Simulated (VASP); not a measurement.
Data:

```
CELL_PARAMETERS angstrom
      1.45500    -2.52013     0.00000
      1.45500     2.52013     0.00000
      0.00000     0.00000     2.84000
ATOMIC_POSITIONS crystal
  W  0.00000 0.00000 0.00000
  C  0.33333 0.66667 0.50000
```

These are PBE GGA + U (Dudarev), VASP's PBE PAW potentials (set 64) (plane waves; VASP) values and carry that method's errors. Run with 520 eV cut-off, 13×13×12 Γ-centred mesh, first-order Methfessel-Paxton smearing of 0.10 eV, potentials W_sv C, U − J: W 8.00 eV.

Problem. Give the stress tensor in GPa (positive for a compressed cell).

Solution. 
```
23.76   0.00   0.00
 0.00  23.76   0.00
 0.00   0.00  25.40
```
The pressure is its mean diagonal, 24.30 GPa.

The compound is WC in the wc structure. The cell was not relaxed at this level. The run is one of a series of settings (LDAU = .TRUE., LDAUJ = 0 0, LDAUL = 2 -1, LDAUTYPE = 2, LDAUU = 8.0 0 against the base run), some of them coarse on purpose.
